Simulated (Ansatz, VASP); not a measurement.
# CaO (Lime): VASP beside Ansatz

Aim: how closely do two programs agree when they are given the same cell, functional and k mesh? The cell is taken from a series of runs on this material, whose earlier steps may have relaxed, scaled, displaced or heated it; both programs get it as it stands.

Program: Ansatz 0.2.0. Level of theory: plane waves, with VASP 6.6.1 beside it; relaxation of cell and atoms at PBE. Results are calculated unless marked as measured.

**1. The structure**

The structure is cubic, space group Fm-3m (No. 225). The conventional cell has a = 4.830 Å, b = 4.830 Å, c = 4.830 Å, α = 90.00°, β = 90.00°, γ = 90.00°. O has 6 Ca at 2.42 Å nearest. Nearest to Ca lie 6 O at 2.42 Å. Farther neighbours and most contacts between anions are not listed.

Coordinates:

```cif
data_structure
_symmetry_space_group_name_H-M 'Fm-3m'
_symmetry_Int_Tables_number 225
_cell_length_a 4.8303
_cell_length_b 4.8303
_cell_length_c 4.8303
_cell_angle_alpha 90.000
_cell_angle_beta 90.000
_cell_angle_gamma 90.000
_cell_volume 112.70
loop_
_atom_site_label
_atom_site_type_symbol
_atom_site_symmetry_multiplicity
_atom_site_Wyckoff_symbol
_atom_site_fract_x
_atom_site_fract_y
_atom_site_fract_z
_atom_site_occupancy
O1 O 4 b 0.50000 0.00000 0.00000 1
Ca1 Ca 4 a 0.00000 0.00000 0.00000 1
```

**2. VASP: relaxation of cell and atoms, PBE**

The relaxed volume is the usual yardstick between codes: in a stiff, nearly cubic crystal its relative difference is about their pressure difference at one cell divided by the bulk modulus.

Lines of VASP's logs that name or quote its potential files are left out, and so is its time.

File INCAR:

```
SYSTEM = CaO
PREC = Accurate
ENCUT = 600
EDIFF = 1E-07
NELM = 120
ISMEAR = 0
SIGMA = 0.01
LREAL = .FALSE.
ALGO = Normal
GGA = PE
NBANDS = 14
LORBIT = 11
LWAVE = .FALSE.
LCHARG = .FALSE.
ISIF = 3
IBRION = 2
NSW = 80
EDIFFG = -0.005
LASPH = .TRUE.
GGA_COMPAT = .FALSE.
NELMIN = 4
EFERMI = MIDGAP
KPAR = 2
```

File POSCAR:

```
CaO
1.0
    0.0000000000      2.4151390000      2.4151390000
    2.4151390000      0.0000000000      2.4151390000
    2.4151390000      2.4151390000      0.0000000000
O Ca
1 1
Direct
    0.5000000000      0.5000000000      0.5000000000
    0.0000000000      0.0000000000      0.0000000000
```

File KPOINTS:

```
Automatic mesh
0
Gamma
8 8 8
0 0 0
```

Potentials, in the order of the species: O and Ca_sv (PBE family, release 64).

Run with:

```bash
$ mpirun -np 2 vasp_std
```

Numbers of over 12 decimals in the logs are rounded to 6 here.

What it wrote:

```text
[banner, memory and clock lines left out]
running    2 mpi-ranks, on    1 nodes
 distrk:  each k-point on    1 cores,    2 groups
 distr:  one band on    1 cores,    1 groups

 POSCAR found type information on POSCAR O Ca
 POSCAR found :  2 types and       2 ions
 LDA part: xc-table for (Slater+PW92), standard interpolation
 POSCAR, INCAR and KPOINTS ok, starting setup
 FFT: planning ... GRIDC
 FFT: planning ... GRID_SOFT
 FFT: planning ... GRID
 WAVECAR not read
 entering main loop
       N       E                     dE             d eps       ncg     rms          rms(c)
DAV:   1     0.137708495382E+03    0.13771E+03   -0.92488E+03   812   0.130E+03
DAV:   2    -0.787221721096E+01   -0.14558E+03   -0.13437E+03  1010   0.316E+02
DAV:   3    -0.142727643612E+02   -0.64005E+01   -0.63540E+01   890   0.694E+01
DAV:   4    -0.145132708842E+02   -0.24051E+00   -0.24028E+00  1198   0.113E+01
DAV:   5    -0.145168557431E+02   -0.35849E-02   -0.35847E-02   920   0.127E+00    0.856E+00
DAV:   6    -0.128718624534E+02    0.16450E+01   -0.58978E+00   862   0.236E+01    0.366E+00
DAV:   7    -0.128098427838E+02    0.62020E-01   -0.54600E-01   968   0.741E+00    0.179E+00
DAV:   8    -0.128074598919E+02    0.23829E-02   -0.74980E-02   950   0.298E+00    0.335E-01
DAV:   9    -0.128068307133E+02    0.62918E-03   -0.76736E-03  1024   0.644E-01    0.121E-01
DAV:  10    -0.128076088111E+02   -0.77810E-03   -0.11323E-03   856   0.360E-01    0.635E-02
DAV:  11    -0.128075538985E+02    0.54913E-04   -0.12031E-04  1102   0.129E-01    0.664E-03
DAV:  12    -0.128075548103E+02   -0.91183E-06   -0.14341E-05   858   0.342E-02    0.572E-03
DAV:  13    -0.128075543459E+02    0.46446E-06   -0.16868E-06  1094   0.124E-02    0.518E-04
DAV:  14    -0.128075544020E+02   -0.56105E-07   -0.71664E-08   550   0.299E-03
   1 F= -.12807554E+02 E0= -.12807554E+02  d E =-.128076E+02
 curvature:   0.00 expect dE= 0.000E+00 dE for cont linesearch  0.000E+00
 trial: gam= 0.00000 g(F)=  0.161E-59 g(S)=  0.539E-03 ort = 0.000E+00 (trialstep = 0.100E+01)
 search vector abs. value=  0.539E-03
 bond charge predicted
       N       E                     dE             d eps       ncg     rms          rms(c)
DAV:   1    -0.128122056132E+02   -0.46513E-02   -0.10941E-01   920   0.351E+00    0.461E-01
DAV:   2    -0.128084909808E+02    0.37146E-02   -0.12278E-02   974   0.988E-01    0.179E-01
DAV:   3    -0.128077878051E+02    0.70318E-03   -0.14042E-03  1374   0.459E-01    0.704E-02
DAV:   4    -0.128077010792E+02    0.86726E-04   -0.60830E-04  1276   0.199E-01    0.225E-02
DAV:   5    -0.128077003086E+02    0.77053E-06   -0.48504E-06   872   0.229E-02    0.233E-02
DAV:   6    -0.128077280554E+02   -0.27747E-04   -0.35769E-05  1308   0.295E-02    0.122E-02
DAV:   7    -0.128077293805E+02   -0.13251E-05   -0.48415E-06  1326   0.179E-02    0.520E-03
DAV:   8    -0.128077283698E+02    0.10107E-05   -0.82326E-08   652   0.375E-03    0.195E-03
DAV:   9    -0.128077279991E+02    0.37070E-06   -0.83647E-08   554   0.249E-03    0.590E-04
DAV:  10    -0.128077280897E+02   -0.90625E-07   -0.16142E-08   406   0.110E-03
   2 F= -.12807728E+02 E0= -.12807728E+02  d E =-.173688E-03
 trial-energy change:   -0.000174  1 .order   -0.000177   -0.000539    0.000186
 step:   0.7392(harm=  0.7437)  dis= 0.00000  next Energy=   -12.807752 (dE=-0.198E-03)
 bond charge predicted
       N       E                     dE             d eps       ncg     rms          rms(c)
DAV:   1    -0.128080564379E+02   -0.32844E-03   -0.74182E-03   926   0.911E-01    0.120E-01
DAV:   2    -0.128077990760E+02    0.25736E-03   -0.82999E-04   968   0.257E-01    0.465E-02
DAV:   3    -0.128077514253E+02    0.47651E-04   -0.95225E-05  1370   0.120E-01    0.183E-02
DAV:   4    -0.128077465394E+02    0.48859E-05   -0.40759E-05  1270   0.514E-02    0.579E-03
DAV:   5    -0.128077464220E+02    0.11743E-06   -0.31567E-07   878   0.587E-03    0.594E-03
DAV:   6    -0.128077499861E+02   -0.35641E-05   -0.16796E-06  1296   0.628E-03    0.356E-03
DAV:   7    -0.128077518070E+02   -0.18209E-05   -0.61269E-07  1332   0.563E-03    0.146E-03
DAV:   8    -0.128077521012E+02   -0.29424E-06   -0.63588E-09   418   0.109E-03    0.560E-04
DAV:   9    -0.128077522190E+02   -0.11780E-06   -0.29865E-09   406   0.675E-04    0.208E-04
DAV:  10    -0.128077522398E+02   -0.20827E-07   -0.90873E-10   406   0.263E-04
   3 F= -.12807752E+02 E0= -.12807752E+02  d E =-.197838E-03
 curvature:  -0.37 expect dE=-0.342E-09 dE for cont linesearch -0.342E-09
 trial: gam=-0.00130 g(F)=  0.471E-59 g(S)=  0.919E-09 ort = 0.704E-06 (trialstep = 0.948E+00)
 search vector abs. value=  0.100E-09
 reached required accuracy - stopping structural energy minimisation
```

OUTCAR, selected parts (step 2):

```text
ion  position               nearest neighbor table
   1  0.500  0.500  0.500-   2 2.42   2 2.42   2 2.42   2 2.42   2 2.42   2 2.42
   2  0.000  0.000  0.000-   1 2.42   1 2.42   1 2.42   1 2.42   1 2.42   1 2.42

  LATTYP: Found a face centered cubic cell.
 ALAT       =     4.8302780000

 Subroutine GETGRP returns: Found 48 space group operations
 (whereof 48 operations were pure point group operations)

The static configuration has the point symmetry O_h .

 Found     29 irreducible k-points:

   k-points           NKPTS =     29   k-points in BZ     NKDIM =     29   number of bands    NBANDS=     14

   dimension x,y,z NGX =    28 NGY =   28 NGZ =   28
   dimension x,y,z NGXF=    56 NGYF=   56 NGZF=   56

   ENCUT  =  600.0 eV  44.10 Ry    6.64 a.u.   6.82  6.82  6.82*2*pi/ulx,y,z

   NELECT =      16.0000    total number of electrons

 k-points in reciprocal lattice and weights: Automatic mesh
   0.00000000  0.00000000  0.00000000       0.002
   0.12500000  0.00000000  0.00000000       0.016
   0.25000000  0.00000000  0.00000000       0.016
   0.37500000  0.00000000  0.00000000       0.016
   0.50000000  0.00000000  0.00000000       0.008
   0.12500000  0.12500000  0.00000000       0.012
   0.25000000  0.12500000  0.00000000       0.047
   0.37500000  0.12500000  0.00000000       0.047
   0.50000000  0.12500000  0.00000000       0.047
[...]
-0.37500000  0.50000000  0.12500000       0.023
  -0.25000000  0.50000000  0.25000000       0.012

 average (electrostatic) potential at core
       1 -70.3219       2 -44.1932

 E-fermi :   4.0596

 k-point     1 :       0.0000    0.0000    0.0000
  band No.  band energies     occupation
    ...
      4     -16.2548      2.00000
      5     -13.2562      2.00000
      6       2.2388      2.00000
      7       2.2388      2.00000
      8       2.2388      2.00000
      9       6.7967      0.00000
     10       8.4170      0.00000
     11       8.4170      0.00000
     12       8.4170      0.00000
     13       9.8872      0.00000
    ...

 k-point     2 :       0.1250    0.0000    0.0000
  band No.  band energies     occupation
    ...
      4     -16.2624      2.00000
      5     -13.0535      2.00000
      6       1.7104      2.00000
      7       2.0356      2.00000
      8       2.0356      2.00000
      9       7.4768      0.00000
     10       8.3762      0.00000
     11       8.6747      0.00000
     12       8.6747      0.00000
     13      10.2427      0.00000
    ...

 k-point     3 :       0.2500    0.0000    0.0000
  band No.  band energies     occupation
    ...
      4     -16.2806      2.00000
      5     -12.6346      2.00000
      6       0.7273      2.00000
      7       1.5992      2.00000
      8       1.5992      2.00000
      9       8.4330      0.00000
     10       8.9293      0.00000
     11       9.3501      0.00000
     12       9.3501      0.00000
     13      11.0995      0.00000
    ...

  Total        0.0001127      0.0001127      0.0001127     -0.0000000      0.0000000      0.0000000
  in kB        0.0063801      0.0063801      0.0063801     -0.0000000      0.0000000      0.0000000
  external PRESSURE =       0.0063801 kB  Pullay stress =       0.0000000 kB

  energy-cutoff  :      600.00
  volume of cell :       28.30
      direct lattice vectors                 reciprocal lattice vectors
    -0.000000000  2.418854351  2.418854351    -0.206709428  0.206709428  0.206709428
     2.418854351 -0.000000000  2.418854351     0.206709428 -0.206709428  0.206709428
     2.418854351  2.418854351  0.000000000     0.206709428  0.206709428 -0.206709428

 POSITION                                       TOTAL-FORCE (eV/Angst)
 -----------------------------------------------------------------------------------
      2.41885      2.41885      2.41885         0.000000      0.000000      0.000000
      0.00000      0.00000      0.00000        -0.000000     -0.000000     -0.000000
 -----------------------------------------------------------------------------------
    total drift:                                0.000000      0.000000      0.000000

  FREE ENERGIE OF THE ION-ELECTRON SYSTEM (eV)
  ---------------------------------------------------
  free  energy   TOTEN  =       -12.8077522398 eV

  energy  without entropy=      -12.8077522398  energy(sigma->0) =      -12.80775224

 reached required accuracy - stopping structural energy minimisation

 total charge
# of ion       s       p       d       tot
------------------------------------------
    1        1.546   3.446   0.000   4.992
    2        2.039   5.878   0.291   8.209
--------------------------------------------------
tot          3.585   9.324   0.291  13.201

[... 3 further parts left out ...]
```

**3. Ansatz: relaxation of cell and atoms, PBE**

Ansatz runs on its PAW soft_1 files.

The same cell, functional and mesh now go to Ansatz, which takes its cutoff from its data sets.

File input.yaml:

```yaml
crystal:
  lattice:
    - [0.0, 2.4151389186, 2.4151389186]
    - [2.4151389186, 0.0, 2.4151389186]
    - [2.4151389186, 2.4151389186, 0.0]
  atoms:
    - { symbol: O, position: [0.5, 0.5, 0.5] }
    - { symbol: Ca, position: [0.0, 0.0, 0.0] }
kpoints:
  mp_grid: { grid: [8, 8, 8] }
hamiltonian:
  xc: pbe
  pseudopotentials: { kind: paw, azcp: { folder: soft_1 } }
scf:
  occupations: { method: fixed }
output:
  forces: true
  stress: true
  eigenvalues: true
relax:
  adjacent_minimum: "off"
  f_tol: 0.001
  max_steps: 60
  cell: { stress_tol: 0.01 }
```

Run with:

```bash
$ ansatz run input.yaml --threads 4 --pin off --max-ram 10240MiB --backend cpu --events-out ev --progress --plain --runs-dir out
```

What it wrote:

```text
Engine: ansatz 0.2.0, aarch64-unknown-linux-gnu
Pseudopotentials: kind: paw
Pseudopotential: O, paw, valence charge 6, recommended cutoff 420 eV (normal), soft_1/O.paw.azcp
Pseudopotential: Ca, paw, valence charge 10, recommended cutoff 420 eV (normal), soft_1/Ca.paw.azcp
Functional definition: PBE
  parameter kappa = 0.804
  parameter beta = 0.066725
  exchange = pbe_x(kappa = kappa, mu = beta*pi^2/3)
  correlation = pbe_c(beta = beta)
Crystal: 2 atoms, lattice volume = 28.175 Å³
Basis set: ecut = 420 eV, 537 PW (Γ), exchange–correlation on 48×48×48 points (8 copies of the dense FFT grid, shifted against one another)
Bands: 12, of which v1, the nominal top of the filled ones, is band 8 counted from 1 (7 counted from 0)
Symmetry: 48 space group operations
Space group: Fm-3m (ITA 225), of the structure as read, at distance tolerance 3.0e-5 Å
k-points: 29 of 512
Non-local potential: O, projectors of the file, l = 0: 2, l = 1: 2, l = 2: 1
Non-local potential: Ca, projectors of the file, l = 0: 3, l = 1: 2, l = 2: 2
PAW form: soft (Blöchl's): semilocal exchange-correlation on the pseudo side does not see the compensation charge
PAW one-centre angular grid: O, 110 points (default); XC on 64 Gauss nodes
PAW one-centre angular grid: Ca, 110 points (default); XC on 64 Gauss nodes
Initial density: superposition of atomic densities (chi_scale 0.1, normalization cell, long waves kept (reshape's long-wave potential 0.00 eV rms))
Initial wavefunctions: pseudopotential atomic-orbital guess
Functional: x = pbe(κ = 0.804, μ = 0.219515), c = pbe(β = 0.066725)
SCF iter   1: F=—  HF=-2388.341372 eV  |F-HF|=—  |Δ(HF+E_count)|=         —  Δρ=1.03e-1  dr2=2.74e0  ethr=3.10e-3  ⟨swp⟩=4.2  Hψ=2030  notcnv=0  defer=2
preconditioner: auto → none  [insulator: Δε(μ)=1.965 eV  Ē_g=17.534 eV  n_scr=8 (ndim 8)  ℏωp=26.2 eV  f_vac=0.000  ε∞_Penn≈3.2]
SCF iter   2: F=—  HF=-2388.195005 eV  |F-HF|=—  |Δ(HF+E_count)|=   1.46e-1  Δρ=9.17e-2  dr2=2.26e0  ethr=3.10e-3  ⟨swp⟩=3.0  Hψ=973  notcnv=0  defer=49
SCF iter   3: F=—  HF=-2387.696944 eV  |F-HF|=—  |Δ(HF+E_count)|=   4.98e-1  Δρ=1.66e-2  dr2=6.79e-2  ethr=3.10e-3  ⟨swp⟩=2.8  Hψ=603  notcnv=0  defer=19
SCF iter   4: F=—  HF=-2387.724681 eV  |F-HF|=—  |Δ(HF+E_count)|=   2.77e-2  Δρ=5.32e-3  dr2=4.32e-3  ethr=4.24e-4  ⟨swp⟩=3.0  Hψ=798  notcnv=0  defer=50
SCF iter   5: F=—  HF=-2387.728609 eV  |F-HF|=—  |Δ(HF+E_count)|=   3.93e-3  Δρ=1.18e-3  dr2=3.93e-4  ethr=2.70e-5  ⟨swp⟩=2.1  Hψ=504  notcnv=0  defer=53
SCF iter   6: F=—  HF=-2387.728552 eV  |F-HF|=—  |Δ(HF+E_count)|=   5.65e-5  Δρ=9.92e-5  dr2=1.25e-6  ethr=2.45e-6  ⟨swp⟩=2.1  Hψ=499  notcnv=0  defer=54
SCF iter   7: F=—  HF=-2387.728575 eV  |F-HF|=—  |Δ(HF+E_count)|=   2.28e-5  Δρ=6.87e-6  dr2=1.29e-8  ethr=6.25e-10  ⟨swp⟩=7.0  Hψ=2153  notcnv=0
SCF iter   8: F=-2387.728575 eV  HF=-2387.728575 eV  |F-HF|=1.73e-11  |Δ(HF+E_count)|=   6.06e-9  Δρ=8.58e-7  dr2=2.00e-10  ethr=8.05e-11  ⟨swp⟩=1.0  Hψ=1057  notcnv=0
SCF 1 converged in 8 iterations: F = -2387.728575 eV  dr2 = 2.00e-10
  greatest PAW one-centre occupation: 0.995 electrons in one spin orbital (limit 2), on the Ca atom at site 1 (counted from 0), in its partial waves of l = 0
relax step   1: F+E_penalty+E_count = -2387.72857507 eV  Δ(F+E_penalty+E_count) = +0.000e0 eV  max|allowed force component| = 1.162e-29 eV/Å  Δτ_max = 0.0000 Å  P = +0.029 GPa  Ω = 28.175 Å³  (8 SCF iters, dr2 threshold 1.00e-7 eV, accepted)
[...]
relax step   2: F+E_penalty+E_count = -2387.72856265 eV  Δ(F+E_penalty+E_count) = +1.242e-5 eV  max|allowed force component| = 7.954e-30 eV/Å  Δτ_max = 0.0000 Å  P = -0.006 GPa  Ω = 28.184 Å³  energy of the carried Pulay correction = -1.309e-5 eV  (3 SCF iters, dr2 threshold 2.15e-9 eV, accepted)
[...]
relax step   3: F+E_penalty+E_count = -2387.72856265 eV  Δ(F+E_penalty+E_count) = -1.146e-10 eV  max|allowed force component| = 7.363e-30 eV/Å  Δτ_max = 0.0000 Å  P = -0.005 GPa  Ω = 28.184 Å³  stress off target by 5.30e-3 GPa  SCF on the basis re-selected at this cell (its energy is not comparable with the rows above)  (7 SCF iters)
basis re-selected at this cell: Δ(F+E_penalty+E_count) = -1.146e-10 eV, ΔP = +0.001 GPa vs the last step (what re-selecting the basis moved, of the pressure what is left beyond the Pulay correction that the steps carried, after the strain that the cell walked since its last selection, with what the two solves' SCF thresholds leave and, on support functions, any second-order correction that the steps lacked; it is no  [...]
SCF converged after 7 iterations
Free energy (F): -2387.728563 eV
Harris-Foulkes:  -2387.728563 eV  (|F-HF|=0.00e0)
Internal energy: -2387.728563 eV  (E = F + TS)
E sigma→0 (E₀):  -2387.728563 eV
Fermi energy:    7.535919 eV
--- Per-component energies (eV) ---
  E_band       = -103.857491
  E_kinetic    = 425.004364
  E_local      = -899.858653  (includes V_loc(G=0)·N_el)
  E_nonlocal   = 142.386680
  E_hartree    = 298.273952
  E_xc         = -201.627076
  E_vxc        = -252.956990  (∫ρ·V_xc dr)
  E_paw        = -1027.687583  (= ΣΔE_a)
  E_vpaw       = -114.981543  (= ΣTr[D̂ρ^β])
  E_aug_tail   = 0.000747  (compensation charges beyond the density's cutoff)
  E_ewald      = -1124.220993
  E_smearing   = -0.000000  (= −TS)
  E_closure    = -0.000000  (closes the sum)
  Σ components = -2387.728563   (vs F -2387.728563, Δ=0.00e0)
--- Forces (eV/Å), atoms counted from 1 ---
  atom   1  O      0.00000000     0.00000000     0.00000000
  atom   2  Ca    -0.00000000     0.00000000    -0.00000000
  max |Σ_I F_I| component: 1.26e-29 eV/Å
--- Stress (GPa, compression-positive) ---
       -0.005299      -0.000000       0.000000
       -0.000000      -0.005299      -0.000000
        0.000000      -0.000000      -0.005299
  P = ⅓ Tr σ = -0.0053 GPa (-0.053 kbar)
--- Band table (eV; the first three rows and the last of 29) ---
  k-point 0: bands = [... 4 lower, -7.9512, 7.5359, 7.5359, 7.5359, 12.1433, 13.7349, 13.7349, 13.7349]
  k-point 1: bands = [... 4 lower, -7.7471, 7.0088, 7.3329, 7.3329, 12.8230, 13.6929, 13.9925, 13.9925]
  k-point 2: bands = [... 4 lower, -7.3260, 6.0262, 6.8965, 6.8965, 13.7504, 14.2749, 14.6679, 14.6679]
  k-point 28: bands = [... 4 lower, -7.3591, 6.2804, 6.4805, 6.4805, 13.8102, 13.8102, 15.8194, 16.9710]
--- Relaxed structure (2 steps of the walk, 2 accepted, 1 SCFs on fresh bases) ---
  F+E_penalty+E_count = -2387.72856265 eV   max|allowed force component| = 7.363e-30 eV/Å   (the final SCF, on the basis selected at the relaxed cell)
  cell:  # Å, volume = 28.1837 Å³
    - [0, 2.415403, 2.415403]
    - [2.415403, 0, 2.415403]
    - [2.415403, 2.415403, 0]
  atoms:
    - { symbol: O, position: [0.5, 0.5, 0.5] }
    - { symbol: Ca, position: [0, 0, 0] }
```

**4. Differences**

Known differences besides the potentials themselves: fixed occupations in Ansatz, narrow Gaussian smearing in VASP; the cutoff is 420 eV in Ansatz and 600 eV in VASP; Ansatz adds a Pulay correction to the stress that steers its cell, VASP none. Total energies have different zeros and are not compared.

Compared:

| quantity | Ansatz | VASP | difference |
| --- | --- | --- | --- |
| volume (Å³) | 28.18 | 28.30 | -0.43 % |
| edge a after relaxation, in the typed setting (Å) | 3.416 | 3.421 | -0.14 % |

**5. Outcome**

```
difference in volume (relaxation of cell and atoms, PBE) : -0.43 %
```

The difference in volume is -0.43 % (relaxation of cell and atoms, PBE), within the 1.2 % picked in this series as the mark of a large difference, as far as the stopping tolerances let one tell. 1 further run of this series is not shown here. Such differences can come from data sets, numerical settings and the points named under the comparisons, not from the functional's error against experiment.

[Lines on the potential files, build, host, timing and source positions are cut from VASP's logs without a mark.]

[Logs are printed without paths, hosts, clocks, repeated set-up lines and the standing remarks that a program may print on its own settings, such as how far it seeks lower states.]

[Hosts, paths, dates, database ids (printed as entryN), source tags and the programs' standing remarks are cut or masked in the printed files.]
